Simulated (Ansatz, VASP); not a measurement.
# Cross-check of Mo5W3 between VASP and Ansatz

Wanted: the spread between two codes on one cell, functional and k mesh. The two relaxations start from unlike cells of this crystal (the structure described is Ansatz's start), so only their ends are compared.

Program: Ansatz 0.2.0. Level of theory: plane waves, with VASP 6.6.1 beside it; relaxation of cell and atoms at PBEsol. Results are calculated unless marked as measured.

## 1. Starting point

It takes space group Fmmm (No. 69, orthorhombic). The conventional cell has a = 6.308 Å, b = 8.920 Å, c = 8.920 Å, α = 90.00°, β = 90.00°, γ = 90.00°. Nearest to W lie 2 W at 2.73 Å and 6 Mo at 2.73 Å. W has 4 Mo at 2.73 Å and 4 W at 2.73 Å nearest. Nearest to Mo lie 6 Mo at 2.73 Å and 2 W at 2.73 Å. Nearest to Mo lie 4 W at 2.73 Å and 4 Mo at 2.73 Å. Nearest to Mo lie 4 W at 2.73 Å and 4 Mo at 2.73 Å. Farther neighbours are not listed.

As a file:

```
W Mo
1.0
    -3.15375    3.15375    3.15375
     3.15375   -3.15375    3.15375
     3.15375    3.15375   -3.15375
W Mo
3 5
Cartesian
  0.0000 3.1538 0.0000
  0.0000 0.0000 3.1538
  1.5769 1.5769 1.5769
  0.0000 0.0000 0.0000
  1.5769 1.5769 -1.5769
  1.5769 -1.5769 1.5769
  3.1538 0.0000 0.0000
  -1.5769 1.5769 1.5769
```

## 2. VASP: relaxation of cell and atoms, PBEsol

The relaxed volume is the usual yardstick between codes: in a stiff, nearly cubic crystal its relative difference is about their pressure difference at one cell divided by the bulk modulus.

Lines of VASP's logs that name or quote its potential files are left out, and so is its time.

INCAR reads:

```
SYSTEM = Mo5W3
PREC = Accurate
ENCUT = 600
EDIFF = 1E-07
NELM = 120
ISMEAR = -1
SIGMA = 0.05
LREAL = .FALSE.
ALGO = Normal
GGA = PS
NBANDS = 54
LASPH = .TRUE.
LORBIT = 11
LWAVE = .FALSE.
LCHARG = .FALSE.
ISIF = 3
IBRION = 2
NSW = 80
EDIFFG = -0.005
GGA_COMPAT = .FALSE.
NELMIN = 4
KPAR = 2
```

POSCAR reads:

```
Mo5W3
1.0
   -3.1364575883      3.1378584718      3.1378584718
    3.1364575883     -3.1364615734      3.1364615734
    3.1364575883      3.1364615734     -3.1364615734
W Mo
3 5
Direct
    0.5000000000      0.0000000000      0.5000000000
    0.5000000000      0.5000000000      0.0000000000
    0.5000000000      0.5000000000      0.5000000000
    0.0000000000      0.0000000000      0.0000000000
    0.0000000000      0.0000000000      0.5000000000
    0.0000000000      0.5000000000      0.0000000000
    0.0000000000      0.5000000000      0.5000000000
    0.5000000000      0.0000000000      0.0000000000
```

KPOINTS reads:

```
Automatic mesh
0
Gamma
8 8 8
0 0 0
```

The projector-augmented-wave data sets are W and Mo_sv (PBE family, release 64).

Launch:

```
mpirun -np 2 vasp_std
```

Numbers of over 12 decimals in the logs are rounded to 6 here.

What it wrote:

```text
[banner, memory and clock lines left out]
running    2 mpi-ranks, on    1 nodes
 distrk:  each k-point on    1 cores,    2 groups
 distr:  one band on    1 cores,    1 groups

 POSCAR found type information on POSCAR W Mo
 POSCAR found :  2 types and       8 ions
|                                                                             |
|               ----> ADVICE to this user running VASP <----                  |
|                                                                             |
|     You enforced a specific xc type in the INCAR file but a different       |
|     [... a line on the potential file left out ...]
|     I HOPE YOU KNOW WHAT YOU ARE DOING!                                     |
|                                                                             |

 LDA part: xc-table for (Slater+PW92), standard interpolation
 POSCAR, INCAR and KPOINTS ok, starting setup
 FFT: planning ... GRIDC
 FFT: planning ... GRID_SOFT
 FFT: planning ... GRID
 WAVECAR not read
 entering main loop
       N       E                     dE             d eps       ncg     rms          rms(c)
DAV:   1     0.104123767559E+04    0.10412E+04   -0.54754E+04 10356   0.184E+03
DAV:   2    -0.457533203495E+02   -0.10870E+04   -0.10604E+04 10858   0.558E+02
DAV:   3    -0.104584934302E+03   -0.58832E+02   -0.56460E+02 14284   0.109E+02
DAV:   4    -0.106465202408E+03   -0.18803E+01   -0.18401E+01 12720   0.159E+01
DAV:   5    -0.106526826167E+03   -0.61624E-01   -0.61341E-01 13864   0.296E+00    0.527E+01
DAV:   6    -0.101802204923E+03    0.47246E+01   -0.91546E+00 11744   0.158E+01    0.223E+01
DAV:   7    -0.100871098693E+03    0.93111E+00   -0.44073E+00 14552   0.839E+00    0.333E+00
DAV:   8    -0.100657065015E+03    0.21403E+00   -0.20619E+00 14680   0.492E+00    0.334E+00
DAV:   9    -0.100598856781E+03    0.58208E-01   -0.26452E-01 14438   0.228E+00    0.770E-01
DAV:  10    -0.100596742396E+03    0.21144E-02   -0.18295E-02 14166   0.732E-01    0.362E-01
DAV:  11    -0.100595797727E+03    0.94467E-03   -0.46051E-03 13522   0.432E-01    0.114E-01
DAV:  12    -0.100595779979E+03    0.17748E-04   -0.71556E-04 14694   0.136E-01    0.825E-02
DAV:  13    -0.100595758686E+03    0.21293E-04   -0.18250E-04 14732   0.714E-02    0.457E-02
DAV:  14    -0.100595762744E+03   -0.40581E-05   -0.15744E-05 14004   0.231E-02    0.184E-02
DAV:  15    -0.100595763005E+03   -0.26010E-06   -0.30300E-06 13700   0.111E-02    0.103E-02
DAV:  16    -0.100595763009E+03   -0.41982E-08   -0.70757E-07 11880   0.473E-03
   1 F= -.10059576E+03 E0= -.10057820E+03  d E =-.100596E+03
 curvature:   0.00 expect dE= 0.000E+00 dE for cont linesearch  0.000E+00
 trial: gam= 0.00000 g(F)=  0.115E-55 g(S)=  0.396E-04 ort = 0.000E+00 (trialstep = 0.100E+01)
 search vector abs. value=  0.396E-04
 bond charge predicted
       N       E                     dE             d eps       ncg     rms          rms(c)
DAV:   1    -0.100596211519E+03   -0.44851E-03   -0.14149E-02 11134   0.759E-01    0.227E-01
DAV:   2    -0.100595879584E+03    0.33194E-03   -0.23637E-03 13728   0.254E-01    0.923E-02
DAV:   3    -0.100595767395E+03    0.11219E-03   -0.81376E-04 14734   0.115E-01    0.377E-02
DAV:   4    -0.100595742982E+03    0.24412E-04   -0.17300E-04 13310   0.726E-02    0.288E-02
DAV:   5    -0.100595742095E+03    0.88687E-06   -0.28627E-05 14130   0.342E-02    0.234E-02
DAV:   6    -0.100595744367E+03   -0.22722E-05   -0.64252E-06 14492   0.138E-02    0.279E-03
DAV:   7    -0.100595744588E+03   -0.22085E-06   -0.82462E-07 12084   0.588E-03    0.133E-03
DAV:   8    -0.100595744674E+03   -0.85603E-07   -0.14707E-07  7580   0.268E-03
   2 F= -.10059574E+03 E0= -.10057820E+03  d E =0.183349E-04
 trial-energy change:    0.000018  1 .order    0.000016   -0.000040    0.000072
 step:   0.3308(harm=  0.3531)  dis= 0.00000  next Energy=  -100.595769 (dE=-0.647E-05)
 bond charge predicted
       N       E                     dE             d eps       ncg     rms          rms(c)
DAV:   1    -0.100595982009E+03   -0.23742E-03   -0.63630E-03 10852   0.509E-01    0.152E-01
DAV:   2    -0.100595838002E+03    0.14401E-03   -0.10665E-03 13724   0.171E-01    0.623E-02
DAV:   3    -0.100595784576E+03    0.53426E-04   -0.36685E-04 14754   0.772E-02    0.254E-02
DAV:   4    -0.100595772192E+03    0.12384E-04   -0.78022E-05 13248   0.488E-02    0.193E-02
DAV:   5    -0.100595770897E+03    0.12949E-05   -0.12939E-05 14112   0.230E-02    0.156E-02
DAV:   6    -0.100595769157E+03    0.17400E-05   -0.28648E-06 14466   0.919E-03    0.187E-03
DAV:   7    -0.100595768976E+03    0.18174E-06   -0.36939E-07 10690   0.398E-03    0.879E-04
DAV:   8    -0.100595768895E+03    0.80450E-07   -0.63471E-08  6742   0.181E-03
   3 F= -.10059577E+03 E0= -.10057821E+03  d E =-.588643E-05
 curvature:  -0.18 expect dE=-0.285E-05 dE for cont linesearch -0.435E-08
 trial: gam= 0.43388 g(F)=  0.128E-56 g(S)=  0.162E-04 ort =-0.988E-06 (trialstep = 0.866E+00)
 search vector abs. value=  0.228E-04
 reached required accuracy - stopping structural energy minimisation
```

From OUTCAR (step 2):

```text
ion  position               nearest neighbor table
   1  0.500  0.000  0.500-   3 2.72   8 2.72   8 2.72   3 2.72   6 2.72   6 2.72   5 2.72   5 2.72
                             2 3.14   2 3.14   4 3.14   4 3.14   7 3.14   7 3.14
   2  0.500  0.500  0.000-   3 2.72   8 2.72   3 2.72   8 2.72   5 2.72   5 2.72   6 2.72   6 2.72
                             1 3.14   1 3.14   4 3.14   7 3.14   4 3.14   7 3.14
   3  0.500  0.500  0.500-   1 2.72   2 2.72   2 2.72   1 2.72   4 2.72   4 2.72   7 2.72   7 2.72
                             8 3.14   8 3.14   6 3.14   6 3.14   5 3.14   5 3.14
   4  0.000  0.000  0.000-   5 2.72   6 2.72   5 2.72   6 2.72   3 2.72   3 2.72   8 2.72   8 2.72
                             7 3.14   7 3.14   1 3.14   1 3.14   2 3.14   2 3.14
   5  0.000  0.000  0.500-   4 2.72   7 2.72   4 2.72   7 2.72   2 2.72   2 2.72   1 2.72   1 2.72
                             6 3.14   6 3.14   8 3.14   8 3.14   3 3.14   3 3.14
   6  0.000  0.500  0.000-   4 2.72   7 2.72   7 2.72   4 2.72   1 2.72   1 2.72   2 2.72   2 2.72
                             5 3.14   5 3.14   8 3.14   3 3.14   8 3.14   3 3.14
   7  0.000  0.500  0.500-   5 2.72   6 2.72   6 2.72   5 2.72   8 2.72   8 2.72   3 2.72   3 2.72
                             4 3.14   4 3.14   1 3.14   2 3.14   1 3.14   2 3.14
   8  0.500  0.000  0.000-   1 2.72   2 2.72   1 2.72   2 2.72   7 2.72   7 2.72   4 2.72   4 2.72
                             3 3.14   3 3.14   5 3.14   5 3.14   6 3.14   6 3.14

  LATTYP: Found a face centered orthorhombic cell.
 ALAT       =     6.2729151766
 B/A-ratio  =     1.4142153592
 C/A-ratio  =     1.4148452140

 Subroutine GETGRP returns: Found  8 space group operations
 (whereof  4 operations were pure point group operations)

The static configuration has the point symmetry C_2h.
 The point group associated with its full space group is D_2h.

 Found     95 irreducible k-points:

   k-points           NKPTS =     95   k-points in BZ     NKDIM =     95   number of bands    NBANDS=     54

   dimension x,y,z NGX =    48 NGY =   48 NGZ =   48
   dimension x,y,z NGXF=    96 NGYF=   96 NGZF=   96

   ENCUT  =  600.0 eV  44.10 Ry    6.64 a.u.  10.85 10.85 10.85*2*pi/ulx,y,z

   NELECT =      88.0000    total number of electrons

 k-points in reciprocal lattice and weights: Automatic mesh
   0.00000000  0.00000000  0.00000000       0.002
   0.12500000  0.00000000  0.00000000       0.004
   0.25000000  0.00000000  0.00000000       0.004
   0.37500000  0.00000000  0.00000000       0.004
   0.50000000  0.00000000  0.00000000       0.002
   0.00000000  0.12500000  0.00000000       0.016
   0.12500000  0.12500000 -0.00000000       0.016
   0.25000000  0.12500000  0.00000000       0.016
   0.37500000  0.12500000  0.00000000       0.016
[...]
0.37500000  0.50000000  0.50000000       0.004
   0.50000000  0.50000000  0.50000000       0.002

 average (electrostatic) potential at core
       1 -34.4380       2 -34.4380       3 -34.3730       4 -70.6343       5 -70.5831
       6 -70.5831       7 -70.6343       8 -70.5824

 E-fermi :  10.8627

 k-point     1 :       0.0000    0.0000    0.0000
  band No.  band energies     occupation
    ...
     34       7.3535      2.00000
     35       7.3723      2.00000
     36       9.5365      2.00000
     37       9.5369      2.00000
     38       9.5436      2.00000
     39      12.0084      0.00000
     40      12.1429      0.00000
     41      12.1931      0.00000
     42      12.2735      0.00000
     43      12.3291      0.00000
    ...

 k-point     2 :       0.1250    0.0000    0.0000
  band No.  band energies     occupation
    ...
     34       7.4203      2.00000
     35       7.5302      2.00000
     36       9.4306      2.00000
     37       9.5158      2.00000
     38       9.7171      2.00000
     39      11.1896      0.00289
     40      11.4490      0.00002
     41      11.5364      0.00000
     42      11.5709      0.00000
     43      11.5926      0.00000
    ...

 k-point     3 :       0.2500    0.0000    0.0000
  band No.  band energies     occupation
    ...
     40      10.3836      1.99986
     41      10.4565      1.99941
     42      10.4649      1.99930
     43      10.4750      1.99914
     44      10.6477      1.97323
     45      11.6680      0.00000
     46      12.2245      0.00000
     47      12.4490      0.00000
     48      12.4732      0.00000
     49      12.6392      0.00000
    ...

  Total        0.0137567      0.0253685      0.0253685      0.0000000      0.0245517      0.0000000
  in kB        0.1785423      0.3292454      0.3292454      0.0000000      0.3186449      0.0000000
  external PRESSURE =       0.2790110 kB  Pullay stress =       0.0000000 kB

  energy-cutoff  :      600.00
  volume of cell :      123.45
      direct lattice vectors                 reciprocal lattice vectors
    -3.136154019  3.137928167  3.137928167     0.000000000  0.159340805  0.159340805
     3.136154019 -3.136061935  3.136061935     0.159430945 -0.000047411  0.159388216
     3.136154019  3.136061935 -3.136061935     0.159430945  0.159388216 -0.000047411

 POSITION                                       TOTAL-FORCE (eV/Angst)
 -----------------------------------------------------------------------------------
      0.00000      3.13700      0.00093        -0.000000     -0.000000      0.000000
      0.00000      0.00093      3.13700         0.000000     -0.000000      0.000000
      1.56808      1.56896      1.56896         0.000000     -0.000000      0.000000
      0.00000      0.00000      0.00000        -0.000000     -0.000000      0.000000
      1.56808      1.56803     -1.56803        -0.000000      0.000000      0.000000
      1.56808     -1.56803      1.56803        -0.000000      0.000000      0.000000
      3.13615      0.00000      0.00000        -0.000000     -0.000000      0.000000
     -1.56808      1.56896      1.56896        -0.000000      0.000000     -0.000000
 -----------------------------------------------------------------------------------
    total drift:                                0.000000      0.000000     -0.000000

  FREE ENERGIE OF THE ION-ELECTRON SYSTEM (eV)
  ---------------------------------------------------
  free  energy   TOTEN  =      -100.5957688952 eV

  energy  without entropy=     -100.5606542339  energy(sigma->0) =     -100.57821156

 reached required accuracy - stopping structural energy minimisation

 total charge
# of ion       s       p       d       tot
------------------------------------------
    1        0.697   0.703   4.173   5.573
    2        0.697   0.703   4.173   5.573
    3        0.696   0.710   4.198   5.604
    4        2.384   6.221   3.940  12.545
    5        2.383   6.224   3.959  12.566
    6        2.383   6.224   3.959  12.566
    7        2.384   6.221   3.940  12.545
    8        2.383   6.224   3.959  12.566
--------------------------------------------------
tot         14.008  33.229  32.301  79.537

[... 3 further parts left out ...]
```

CONTCAR:

```
Mo5W3
   1.00000000000000
    -3.1361540189431287    3.1379281667855707    3.1379281667855707
     3.1361540189431287   -3.1360619350136809    3.1360619350136809
     3.1361540189431287    3.1360619350136809   -3.1360619350136809
  W               Mo
     3     5
Direct
     0.5000000000000000    0.0000000000000000    0.5000000000000000
     0.5000000000000000    0.5000000000000000    0.0000000000000000
     0.5000000000000000    0.5000000000000000    0.5000000000000000
     0.0000000000000000    0.0000000000000000    0.0000000000000000
     0.0000000000000000    0.0000000000000000    0.5000000000000000
     0.0000000000000000    0.5000000000000000    0.0000000000000000
     0.0000000000000000    0.5000000000000000    0.5000000000000000
     0.5000000000000000    0.0000000000000000    0.0000000000000000
```

The data set W keeps the semicore shell frozen, which is cheaper and a little less accurate. The run keeps the 8 symmetry operations of its start, so it cannot find a distortion of lower symmetry.

(Part 1 of 2 ends here.)

[Lines on the potential files, build, host, timing and source positions are cut from VASP's logs without a mark.]

[Logs are printed without paths, hosts, clocks, repeated set-up lines and the standing remarks that a program may print on its own settings, such as how far it seeks lower states.]

[Hosts, paths, dates, database ids (printed as entryN), source tags and the programs' standing remarks are cut or masked in the printed files.]
